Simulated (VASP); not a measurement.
# SnSe: structure and properties in VASP, part 7 of 7

What structure and properties does r2SCAN give SnSe, and how near are they to the measured ones? Left out of this account: at least 1 further run (core levels: core levels are not valid at this level). The start is a cell from a database of measured crystal structures.

VASP 6.6.1; r2SCAN; plane waves and PAW (Sn_d, Se).

So far. Step 13 (Volume scan with r2SCAN (run 6)): The run ends at a pressure of -1.83 GPa, with forces up to 0.27 eV/Å. Step 14 (Volume scan with r2SCAN (run 7)): The pressure falls from -1.83 to -2.61 GPa. The parabola predicted -2.58 GPa, +0.02 GPa off.

The database entry behind the starting cell differs from later determinations by our own check (an axis about 0.9 % long against later determinations), so it need not match the best structure at ambient conditions.

## Step 15: Side by side

Times are for 4 MPI ranks of Intel Xeon Platinum 8488C (Sapphire Rapids), shared host. The runs compared:

```
no.  volume scale  energy above the lowest point (meV/atom)  pressure (GPa)  gap on the k-mesh (eV)     time  memory (GiB)
  1          0.94                                     18.66           3.572                  0.9638  2.9 min           1.4
  2          0.96                                      8.15           2.246                   1.014  2.9 min           1.4
  3          0.98                                      2.09           1.055                   1.062  3.1 min           1.4
  4             1                                         0        -0.01416                   1.099  2.8 min           1.4
  5          1.02                                      1.53         -0.9733                   1.125  3.4 min           1.4
  6          1.04                                      6.23          -1.834                   1.149  3.4 min           1.4
  7          1.06                                     13.86          -2.609                   1.171  3.3 min           1.4
```

## Step 16: Fit for r2SCAN

This step: Birch-Murnaghan fit, r2SCAN; plane waves and PAW (VASP 6.6.1).

This step runs nothing: it gathers the runs above.

Numbers from this step:

* pressure derivative of the bulk modulus: 4.373
* r.m.s. error of the fit: 6.67e-6 eV/atom
* minimum inside the sampled range: yes
* bulk modulus: 50.42 GPa
* equilibrium volume of the fit: 28.31 Å³/atom

Energy above the fitted minimum against volume:

```
volume (Å³/atom)  energy above the fitted minimum (eV/atom)
           26.58                                     0.0187
           27.15                                    0.00815
           27.71                                    0.00209
           28.28                                    -3.2e-6
           28.84                                    0.00152
           29.41                                    0.00623
           29.97                                     0.0139
```

The fit over cells of fixed shape and fractional positions puts the volume +0.12 % from the relaxed one. At a finite cutoff and mesh the minimum of the energy and the zero of the stress don't quite coincide, and the relaxation stops at a threshold. The atoms bear forces along the scan, since they were held; freeing them would lower the modulus.

## Step 17: Independent-particle dielectric function (r2SCAN)

This step: r2SCAN; plane waves and PAW (Sn_d, Se) (VASP 6.6.1).

LOPTICS sums transitions from filled to empty bands. The mesh is finer than in the run before. NBANDS is raised for it.

Input file INCAR:

```
SYSTEM = SnSe
PREC = Accurate
ENCUT = 400
EDIFF = 1E-06
NELM = 100
ISMEAR = 0
SIGMA = 0.05
LREAL = .FALSE.
ALGO = Normal
METAGGA = R2SCAN
LASPH = .TRUE.
NBANDS = 104
LORBIT = 11
LWAVE = .FALSE.
LCHARG = .FALSE.
KPAR = 4
LOPTICS = .TRUE.
NEDOS = 1500
CSHIFT = 0.1
```

Input file POSCAR:

```
SnSe
1.0
   11.7190832889      0.0000000000      0.0000000000
    0.0000000000      4.1324277340      0.0000000000
    0.0000000000      0.0000000000      4.6710327798
Sn Se
4 4
Direct
    0.1205912525      0.2500000000      0.1176291927
    0.3794087475      0.7500000000      0.6176291927
    0.6205912525      0.2500000000      0.3823708073
    0.8794087475      0.7500000000      0.8823708073
    0.3517336132      0.2500000000      0.0078442043
    0.1482663868      0.7500000000      0.5078442043
    0.8517336132      0.2500000000      0.4921557957
    0.6482663868      0.7500000000      0.9921557957
```

Input file KPOINTS:

```
Automatic mesh
0
Gamma
3 8 7
0 0 0
```

The projector-augmented-wave data sets are Sn_d and Se (PBE family, release 64).

Launch:

```sh
> mpirun -np 4 vasp_std
```

Log:

```text
[... set-up lines as in an earlier step ...]
 entering main loop
       N       E                     dE             d eps       ncg     rms          rms(c)
DAV:   1     0.683357993384E+03    0.68336E+03   -0.25493E+04  9968   0.849E+02
DAV:   2    -0.102362560950E+02   -0.69359E+03   -0.61801E+03  8328   0.319E+02
DAV:   3    -0.163872405343E+03   -0.15364E+03   -0.14796E+03  9400   0.109E+02
DAV:   4    -0.173105768836E+03   -0.92334E+01   -0.91868E+01  9904   0.290E+01
DAV:   5    -0.173318197818E+03   -0.21243E+00   -0.21237E+00 10504   0.472E+00    0.757E+00
DAV:   6    -0.159744401410E+03    0.13574E+02   -0.24807E+00 11464   0.896E+00    0.502E+00
DAV:   7    -0.159811394832E+03   -0.66993E-01   -0.63011E-01 10208   0.213E+00    0.205E+00
DAV:   8    -0.159831769593E+03   -0.20375E-01   -0.33240E-02 10480   0.760E-01    0.630E-01
DAV:   9    -0.159835584240E+03   -0.38146E-02   -0.55424E-03  9680   0.240E-01    0.239E-01
DAV:  10    -0.159835882924E+03   -0.29868E-03   -0.81775E-04 11584   0.109E-01    0.102E-01
DAV:  11    -0.159836106322E+03   -0.22340E-03   -0.22287E-04  9128   0.493E-02    0.284E-02
DAV:  12    -0.159836109220E+03   -0.28974E-05   -0.60532E-05 11512   0.355E-02    0.127E-02
DAV:  13    -0.159836111553E+03   -0.23332E-05   -0.83834E-06  9800   0.782E-03    0.547E-03
DAV:  14    -0.159836109116E+03    0.24364E-05   -0.10536E-06  6192   0.532E-03    0.369E-03
DAV:  15    -0.159836109758E+03   -0.64190E-06   -0.18755E-07  5136   0.188E-03
   1 F= -.15983611E+03 E0= -.15983611E+03  d E =-.480490E-12
 optical routines
 imaginary and real dielectric function
 direction            1
 direction            2
 direction            3
```

It took 10 min on 4 MPI ranks of Intel Xeon Platinum 8488C (Sapphire Rapids), shared host; peak memory 4 GiB.

From OUTCAR (step 17):

```text
   k-points           NKPTS =     40   k-points in BZ     NKDIM =     40   number of bands    NBANDS=    104

   NELECT =      80.0000    total number of electrons

 E-fermi :   4.7949

 k-point     1 :       0.0000    0.0000    0.0000
  band No.  band energies     occupation
    ...
     36       2.7410      2.00000
     37       3.0538      2.00000
     38       3.6402      2.00000
     39       3.8751      2.00000
     40       4.3713      2.00000
     41       5.7780      0.00000
     42       7.6091      0.00000
     43       7.6420      0.00000
     44       7.7502      0.00000
     45       7.9750      0.00000
    ...

  Total       -0.1283796     -0.0493141      0.0027118      0.0000000      0.0000000      0.0000000
  in kB       -0.9092737     -0.3492772      0.0192069      0.0000000      0.0000000      0.0000000
  external PRESSURE =      -0.4131146 kB  Pullay stress =       0.0000000 kB

 POSITION                                       TOTAL-FORCE (eV/Angst)
 -----------------------------------------------------------------------------------
      1.41322      1.03311      0.54945        -0.003022     -0.000000      0.001734
      4.44632      3.09932      2.88497         0.003022      0.000000      0.001734
      7.27276      1.03311      1.78607        -0.003022      0.000000     -0.001734
     10.30586      3.09932      4.12158         0.003022      0.000000     -0.001734
      4.12200      1.03311      0.03664         0.006628      0.000000      0.010625
      1.73755      3.09932      2.37216        -0.006628     -0.000000      0.010625
      9.98154      1.03311      2.29888         0.006628      0.000000     -0.010625
      7.59709      3.09932      4.63439        -0.006628      0.000000     -0.010625
 -----------------------------------------------------------------------------------
    total drift:                                0.000000      0.000000      0.000000

  FREE ENERGIE OF THE ION-ELECTRON SYSTEM (eV)
  ---------------------------------------------------
  free  energy   TOTEN  =      -159.8361097583 eV

  energy  without entropy=     -159.8361097583  energy(sigma->0) =     -159.83610976

 plasma frequency squared (from intraband transitions) (eV^2)
  --------------------------------------------------------------------------------------
       0.000       0.000       0.000
       0.000       0.000       0.000
       0.000       0.000       0.000

[... 14 parts as in an earlier step ...]

[... 2 further parts left out ...]
```

These are independent-particle spectra without excitons or local fields. Their onset and peaks carry the functional's gap error, and fine structure and low peaks depend on the mesh and on CSHIFT.

This step gave:

```yaml
scf_cycles: 15
bands: 104
irreducible_k_points: 40
free_energy_toten: -159.8361 eV
fermi_energy: 4.795 eV
pressure: -0.04131 GPa
valence_top_at_k: 0, 0, 0.4286
conduction_bottom_at_k: 0, 0.375, 0
least_direct_gap_at_k: 0, 0, 0
gap_on_the_k_mesh: 1.085 eV
least_direct_gap_on_the_k_mesh: 1.407 eV
```

The imaginary dielectric function has structure finer than the step of the table below, so its rows give means over 1 eV, whole bins alone (the curve runs from 0 to 25.0 eV). Peaks (eV: height): xx 2.1: 20.1, 3.9: 18.9; yy 2.6: 26.8; zz 1.5: 7.31, 2.9: 19.6, 3.6: 19.4.

Table of imaginary dielectric function by photon energy; means over each step:

```
photon energy (eV)     xx     yy     zz
                 1  0.723  0.569   1.13
                 2   13.4   9.86   7.80
                 3   12.2   19.4   16.6
                 4   15.3   14.6   16.4
                 5   10.7   10.1   9.13
                 6   6.66   6.27   5.62
                 7   3.35   3.41   3.13
                 8   3.07   2.77   2.62
                 9   2.58   2.55   2.87
                10   2.34   1.84   2.32
                11   1.43   1.36   1.83
                12  0.951  0.907   1.03
                13  0.690  0.681  0.749
                14  0.566  0.553  0.578
                15  0.464  0.444  0.463
                16  0.404  0.387  0.414
                17  0.334  0.331  0.339
                18  0.260  0.267  0.269
                19  0.211  0.211  0.201
                20  0.170  0.167  0.165
                21  0.140  0.139  0.141
                22  0.114  0.109  0.110
                23  0.120  0.122  0.121
                24  0.218  0.215  0.221
```

The real dielectric function by photon energy:

```
photon energy (eV)       xx       yy       zz
               0.0     14.0     14.0     13.3
               0.5     14.5     14.4     13.7
               1.0     16.1     15.7     15.3
               1.5     21.0     19.3     18.7
               2.0     17.4     22.9     16.7
               2.5     7.19     18.5     17.1
               3.0     9.81     4.84     8.19
               3.5     9.25     2.84     7.25
               4.0    -1.59    0.410   -0.519
               4.5    0.414    -2.80    -3.58
               5.0    -3.60    -2.95    -4.72
               5.5    -2.67    -3.73    -3.20
               6.0    -5.11    -4.60    -3.55
               6.5    -3.52    -3.73    -3.46
               7.0    -2.27    -2.87    -2.07
               7.5    -1.68    -2.05    -1.58
               8.0    -1.34    -1.69    -1.08
               8.5    -1.75    -1.60   -0.516
               9.0   -0.811    -1.48    -1.47
               9.5    -1.18    -1.75    -1.16
              10.0    -1.81    -1.52   -0.870
              10.5    -1.54    -1.37    -1.31
              11.0    -1.35    -1.22    -1.42
              11.5    -1.21    -1.22    -1.47
              12.0    -1.07   -0.946    -1.05
              12.5   -0.831   -0.782   -0.878
              13.0   -0.576   -0.631   -0.725
              13.5   -0.525   -0.515   -0.574
              14.0   -0.492   -0.336   -0.478
              14.5   -0.302   -0.338   -0.336
              15.0   -0.225   -0.214   -0.205
              15.5   -0.160   -0.130   -0.141
              16.0  -0.0781  -0.0342  -0.0755
              16.5  -0.0305  -0.0177  -0.0555
              17.0   0.0157   0.0217   0.0281
              17.5   0.0476    0.100   0.0704
              18.0    0.130    0.127   0.0889
              18.5    0.168    0.192    0.165
              19.0    0.205    0.213    0.202
              19.5    0.270    0.268    0.274
              20.0    0.291    0.320    0.304
              20.5    0.354    0.359    0.359
              21.0    0.387    0.402    0.399
              21.5    0.436    0.439    0.432
              22.0    0.477    0.479    0.471
              22.5    0.525    0.535    0.534
              23.0    0.601    0.621    0.615
              23.5    0.648    0.649    0.650
              24.0    0.622    0.621    0.636
              24.5    0.632    0.644    0.640
```

This mesh misses the point of the least direct gap (1.33 eV in the band run), so the true onset lies lower. The mean of ε2 over directions passes 5 % of its top at 1.22 eV, against a least direct gap of 1.41 eV on this mesh; what lies under the gap is the tail of the broadening by CSHIFT. The indirect gap (1.02 eV in the band run) doesn't show, since phonons are left out.

## Step 18: Summary of results

```
relaxed volume                                             : 28.28 Å³/atom
relaxed conventional cell a, b, c                          : 11.719, 4.132, 4.671 Å
space group after relaxing, within 0.02 Å                  : Pnma (No. 62)
band gap                                                   : 1.02 eV, indirect (least direct gap of that run 1.33 eV)
gap among the points of the DOS mesh alone, an upper bound : 1.08 eV
highest zone-centre mode                                   : 195 cm⁻¹
bulk modulus from the fit                                  : 50.4 GPa
volume from the fit                                        : 28.3 Å³/atom
strongest peak of ε2, mean over directions                 : 3.56 eV
ε1 at zero frequency, no local fields, mean                : 13.8
```

With r2SCAN, SnSe relaxes to 28.28 Å³/atom in space group Pnma (held by the symmetry of the run), has an indirect gap of 1.02 eV and has a bulk modulus of 50.4 GPa at fixed shape and positions, an upper bound. Against the listed cell the volume lies +6.0 % (a +2.6 %, b -1.4 %, c +4.7 %). Bands along the symmetry lines (r2SCAN): On this path the gap is indirect, 1.04 eV, with the valence top between Y and Γ and the conduction bottom between Γ and X. The least direct gap is 1.33 eV. Zone-centre phonons (r2SCAN): The highest mode in this list at Γ, 195.2 cm⁻¹, has its largest share on Se (64 % of the kinetic energy). The scan held shape and positions, so its modulus is an upper bound, and a miss against the measured one is not the functional's alone. Experiment finds a gap of 0.83 eV (pmc:9284162); the computed 1.02 eV is not graded against it, since spin-orbit coupling, magnetic order or the kind of gap isn't matched to the measurement. Spin-orbit coupling is left out, and with elements this heavy it would split and shift bands near the edges, and it can change the kind of a small gap. Modes at Γ alone can't show that the crystal is stable at other wave vectors, and the LO-TO splitting is not included. The bonds form layers, and without a dispersion term the spacing between them, and what depends on it, is unreliable. No search among competing phases was made, and a listed structure need not be the one stable at ambient conditions. All values are for a static lattice at zero temperature.

Computed beside measured:

| quantity | measured | r2SCAN | Birch-Murnaghan fit, r2SCAN |
| --- | --- | --- | --- |
| lattice constant a (Å) | 11.501 | 11.719 (+1.9 %) | - |
| lattice constant b (Å) | 4.153 | 4.132 (-0.5 %) | - |
| lattice constant c (Å) | 4.445 | 4.671 (+5.1 %) | - |
| bulk modulus (GPa) | 39.8 | - | 50 (+26.7 %) |

Measured values from arxiv:1712.09198 (2017) and arxiv:1608.06763 (2016).

Verdict: The lattice constant a is off by +1.9 %: a clear miss. The lattice constant b is off by -0.5 %: good agreement. The lattice constant c is off by +5.1 %: a clear miss. The bulk modulus is off by +26.7 %: a clear miss. The grades are ours: good and fair within 0.7 and 1.5 % for the lattice constant a, 0.7 and 1.5 % for the lattice constant b, 0.8 and 2 % for the lattice constant c and 5 and 12 % for the bulk modulus. For lattice constants and bulk modulus the calculation has a static lattice, without zero-point motion or thermal expansion (measured at up to 300 K).

[Lines on the potential files, build, host, timing and source positions are cut from VASP's logs without a mark.]

[Logs are printed without paths, hosts, clocks, repeated set-up lines and the standing remarks that a program may print on its own settings, such as how far it seeks lower states.]

[Hosts, paths, dates, database ids (printed as entryN), source tags and the programs' standing remarks are cut or masked in the printed files.]

[A measured line is paired with the nearest computed mode of its activity, which favours agreement.]

[In band tables of VASP the shares of atoms and orbitals are scaled to a sum of 1 inside the atoms' spheres.]
